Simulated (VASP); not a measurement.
# ZrHg (P4/mmm) in VASP: phonons with LDA

Aim: the phonons of ZrHg with LDA.

All numbers are computed with VASP 6.6.1; they aren't measurements. Logs are shortened: lines on timing, memory, paths and dates and some standing lists are left out, and cuts for length are marked.

## 1. Starting point

It takes space group P4/mmm (No. 123, tetragonal). The conventional cell has a = 3.085 Å, b = 3.085 Å, c = 4.197 Å, α = 90.00°, β = 90.00°, γ = 90.00°. Around Zr (site symmetry 4/mmm) lie 8 Hg at 3.03 Å and 4 Zr at 3.08 Å. Hg (site symmetry 4/mmm) is surrounded by 8 Zr at 3.03 Å and 4 Hg at 3.08 Å.

## 2. Phonons, LDA

INCAR reads:

```
PREC     = Accurate       # precision mode
ENCUT    = 520            # plane-wave cutoff, eV
EDIFF    = 1E-8           # SCF threshold, eV
ISMEAR   = -1             # smearing method
SIGMA    = 0.15           # smearing width, eV
LREAL    = False          # projectors in reciprocal space
LASPH    = True           # aspherical terms in the spheres
NELM     = 60             # most SCF steps
ALGO     = Normal         # electronic algorithm
ISIF     = 2              # what is computed and relaxed
LWAVE    = False          # write WAVECAR
LCHARG   = False          # write CHGCAR
GGA      = CA             # functional
IBRION   = 8              # ionic algorithm
NSW      = 1              # ionic steps
```

KPOINTS reads:

```
Automatic mesh
0
Gamma
  14 14 10
```

POSCAR reads:

```
ZrHg
1.0
    3.0847427183      0.0000000000      0.0000000000
    0.0000000000      3.0847427183      0.0000000000
    0.0000000000      0.0000000000      4.1967567015
Zr Hg
1 1
Direct
    0.5000000000      0.5000000000      0.5000000000
    0.0000000000      0.0000000000      0.0000000000
```

Potentials or basis: VASP PAW LDA potentials, release 64 (Zr_sv, Hg).

Started as:

```
> cat potpaw_LDA.64/Zr_sv/POTCAR potpaw_LDA.64/Hg/POTCAR > POTCAR
> mpirun -np 1 vasp_std > vasp.out
```

OUTCAR:

```text
PREC = Accurate
   ENCUT = 520
   EDIFF = 1E-8
   ISMEAR = -1
   LREAL = False
   LASPH = True
   NELM = 60
   ISIF = 2
   GGA = CA
   IBRION = 8
   NSW = 1

 ion  position               nearest neighbor table
   1  0.500  0.500  0.500-   2 3.03   2 3.03   2 3.03   2 3.03   2 3.03   2 3.03   2 3.03   2 3.03

   2  0.000  0.000  0.000-   1 3.03   1 3.03   1 3.03   1 3.03   1 3.03   1 3.03   1 3.03   1 3.03

  LATTYP: Found a simple tetragonal cell.
 ALAT       =     3.0847427183
 C/A-ratio  =     1.3604884053

  Lattice vectors:

 A1 = (   3.0847427183,   0.0000000000,   0.0000000000)
 A2 = (   0.0000000000,   3.0847427183,   0.0000000000)
 A3 = (   0.0000000000,   0.0000000000,   4.1967567015)

Analysis of symmetry for initial positions (statically):
=====================================================================
 Subroutine PRICEL returns:
 Original cell was already a primitive cell.

 Routine SETGRP: Setting up the symmetry group for a
 simple tetragonal supercell.

 Subroutine GETGRP returns: Found 16 space group operations
 (whereof 16 operations were pure point group operations)
 out of a pool of 16 trial point group operations.

The static configuration has the point symmetry D_4h.

Analysis of symmetry for dynamics (positions and initial velocities):
=====================================================================
 Subroutine PRICEL returns:
 Original cell was already a primitive cell.

 Routine SETGRP: Setting up the symmetry group for a
 simple tetragonal supercell.

 Subroutine GETGRP returns: Found 16 space group operations
 (whereof 16 operations were pure point group operations)
 out of a pool of 16 trial point group operations.

The dynamic configuration has the point symmetry D_4h.

 Subroutine INISYM returns: Found 16 space group operations
 (whereof 16 operations are pure point group operations),
 and found     1 'primitive' translations

----------------------------------------------------------------------------------------

                                     Primitive cell

  volume of cell :      39.9348

  direct lattice vectors                    reciprocal lattice vectors
     3.084742718  0.000000000  0.000000000     0.324176144  0.000000000  0.000000000
     0.000000000  3.084742718  0.000000000     0.000000000  0.324176144  0.000000000
     0.000000000  0.000000000  4.196756702     0.000000000  0.000000000  0.238279241

  length of vectors
     3.084742718  3.084742718  4.196756702     0.324176144  0.324176144  0.238279241

  position of ions in fractional coordinates (direct lattice)
     0.500000000  0.500000000  0.500000000
     0.000000000  0.000000000  0.000000000

  ion indices of the primitive-cell ions
   primitive index   ion index
                 1           1
                 2           2

----------------------------------------------------------------------------------------

 KPOINTS: Automatic mesh

Automatic generation of k-mesh.
 Grid dimensions read from file:
 generate k-points for:   14   14   10

 Generating k-lattice:

  Cartesian coordinates                     Fractional coordinates (reciprocal lattice)
     0.023155439  0.000000000  0.000000000     0.071428571  0.000000000  0.000000000
     0.000000000  0.023155439  0.000000000     0.000000000  0.071428571  0.000000000
     0.000000000  0.000000000  0.023827924     0.000000000  0.000000000  0.100000000

  Length of vectors
[... 73 lines left out ...]
   IMIX   =      4    mixing-type and parameters
     AMIX     =   0.40;   BMIX     =  1.00
     AMIX_MAG =   1.60;   BMIX_MAG =  1.00
  volume/ion in A,a.u.               =      19.97       134.75
  Fermi-wavevector in a.u.,A,eV,Ry     =   1.381533  2.610719 25.968545  1.908634
  Thomas-Fermi vector in A             =   2.506309
   LORBIT       =      0    0 simple, 1 ext, 2 COOP (PROOUT), +10 PAW based schemes
   GGA     = CA    functional components
   LHFCALC =     F    Hartree Fock is set to
   AEXX    =    0.0000 exact exchange contribution
   IVDW    =     0    specifies the selected vdW correction
   LEPSILON=     F    determine dielectric tensor
   LRPA    =     F    only Hartree local field effects (RPA)
 non-spin polarized calculation
  energy-cutoff  :      520.00
  volume of cell :       39.93
 maximum number of plane-waves:      1096
 NGX is ok and might be reduce to    24
   NGX = 11   NGY = 11   NGZ = 15

--------------------------------------- Ionic step        1  -------------------------------------------

 number of electron      23.9999997 magnetization

 Free energy of the ion-electron system (eV)
  ---------------------------------------------------
  ext. energy  EPLUGINS =         0.00000000
  ---------------------------------------------------
  free energy    TOTEN  =       -11.01793110 eV

  energy without entropy =      -10.88410577  energy(sigma->0) =      -10.95101843

 E-fermi :   7.4351     XC(G=0): -12.0834

 val. band max:        7.4335615514   @ k =   0.5000   0.0000   0.5000
 cond. band min:       7.4397255330   @ k =   0.4286   0.1429   0.1000
 fundamental gap:      0.0061639816
 Fermi energy:         7.4350669868

 k-point     1 :       0.0000    0.0000    0.0000
  band No.  band energies     occupation
      1     -41.1428      2.00000
      2     -19.4546      2.00000
      3     -18.9189      2.00000
      4     -18.9189      2.00000
      5      -1.7519      2.00000
      6      -1.0964      2.00000
[... 433 lines left out ...]
      3     -19.3549      2.00000
      4     -19.1523      2.00000
      5      -0.4130      2.00000
      6      -0.4127      2.00000
[... 8 lines left out ...]
     15       9.8662      0.00000
     16      12.3215      0.00000

 [... further k-points ...]
[... 5 lines left out ...]
  --------------------------------------------------------------------------------------
  -------------------------------------------------------------------------------------
  Total        0.1973940      0.1973940      0.2287699      0.0000000     -0.0000000      0.0000000
  in kB        7.9194084      7.9194084      9.1782069      0.0000000     -0.0000000      0.0000000
  external PRESSURE =       8.3390079 kB  Pullay stress =       0.0000000 kB

 VOLUME and BASIS-vectors are now :
 -----------------------------------------------------------------------------
  energy-cutoff  :      520.00
  volume of cell :       39.93
      direct lattice vectors                 reciprocal lattice vectors
     3.084742718  0.000000000  0.000000000     0.324176144  0.000000000  0.000000000
     0.000000000  3.084742718  0.000000000     0.000000000  0.324176144  0.000000000
     0.000000000  0.000000000  4.196756702     0.000000000  0.000000000  0.238279241

 POSITION                                       TOTAL-FORCE (eV/Angst)
 -----------------------------------------------------------------------------------
      1.54237      1.54237      2.09838         0.000000      0.000000      0.000000
      0.00000      0.00000      0.00000         0.000000      0.000000      0.000000
 -----------------------------------------------------------------------------------
    total drift:                                0.000000      0.000000     -0.000000

  FREE ENERGIE OF THE ION-ELECTRON SYSTEM (eV)
  ---------------------------------------------------
  free  energy   TOTEN  =       -11.0179310990 eV

  energy  without entropy=      -10.8841057698  energy(sigma->0) =      -10.95101843

[... ionic steps 2 to 3 ...]

--------------------------------------- Ionic step        4  -------------------------------------------

------------------------ aborting loop because EDIFF is reached ----------------------------------------
[... 11 lines left out ...]
[... ionic steps 8 to 8 ...]

--------------------------------------- Ionic step        9  -------------------------------------------

 Free energy of the ion-electron system (eV)
  ---------------------------------------------------
  ---------------------------------------------------
  free energy    TOTEN  =        -0.38143028 eV

  energy without entropy =       -0.38143028

------------------------ aborting loop because EDIFF is reached ----------------------------------------

 INTERNAL STRAIN TENSOR  FOR ION    2  DIRECTION 3   (eV/Angst):
 -----------------------------------------------------------------------------
    -0.02987 -0.00000  0.00000
    -0.00000 -0.02987  0.00000
     0.00000 -0.00000  0.02054

 INTERNAL STRAIN TENSOR FOR ION    2 for displacements in x,y,z  (eV/Angst):
          X           Y           Z          XY          YZ          ZX
  --------------------------------------------------------------------------------
  x     0.00000     0.00000     0.00000     0.00000     0.00000     0.00000
  y     0.00000     0.00000     0.00000     0.00000     0.00000     0.00000
  z     0.00000     0.00000     0.00000     0.00000     0.00000     0.00000

 SECOND DERIVATIVES (NOT SYMMETRIZED)
 ------------------------------------
               1X          1Y          1Z          2X          2Y          2Z
  1X    -3.298577    0.000000    0.000000    3.298577    0.000000    0.000000
  1Y     0.000000   -3.298577    0.000000    0.000000    3.298577    0.000000
  1Z    -0.000000    0.000000   -6.185457    0.000000   -0.000000    6.185457
  2X     3.279954    0.000000    0.000000   -3.279954    0.000000    0.000000
  2Y     0.000000    3.279954    0.000000    0.000000   -3.279954    0.000000
  2Z     0.000000    0.000000    6.171908    0.000000   -0.000000   -6.171908

 Eigenvectors and eigenvalues of the dynamical matrix
 ----------------------------------------------------

   1 f  =    4.908308 THz    30.839808 2PiTHz  163.723529 cm-1    20.299121 meV
             X         Y         Z           dx          dy          dz
      1.542371  1.542371  2.098378     0.000000   -0.000000   -0.829374
      0.000000  0.000000  0.000000     0.000000    0.000000    0.558694
[... 21 lines left out ...]
   6 f/i=    0.004696 THz     0.029507 2PiTHz    0.156647 cm-1     0.019422 meV
             X         Y         Z           dx          dy          dz
      1.542371  1.542371  2.098378    -0.154034    0.536348   -0.000000
      0.000000  0.000000  0.000000    -0.229058    0.797582    0.000000

--------------------------------------------------------------------------------------------------------

 ELASTIC MODULI CONTR FROM IONIC RELAXATION (kBar)
 Direction    XX          YY          ZZ          XY          YZ          ZX
 --------------------------------------------------------------------------------
 XX           0.0000      0.0000      0.0000      0.0000      0.0000      0.0000
 YY           0.0000      0.0000      0.0000      0.0000      0.0000      0.0000
 ZZ           0.0000      0.0000      0.0000      0.0000      0.0000      0.0000
 XY           0.0000      0.0000      0.0000      0.0000      0.0000      0.0000
 YZ           0.0000      0.0000      0.0000      0.0000      0.0000      0.0000
 ZX           0.0000      0.0000      0.0000      0.0000      0.0000      0.0000
 --------------------------------------------------------------------------------
```

Run time: 24 min. Hardware: 1 thread of AMD EPYC 7R43 (Zen 3), shared host; peak memory 0.56 GiB.

What came out:

- Highest phonon frequency at Γ, LO-TO splitting left out: 164 cm⁻¹

Phonon frequencies in cm⁻¹ (negative: imaginary):
```
              q point        frequencies
(0.000, 0.000, 0.000)  0 0 0 119 119 164
```
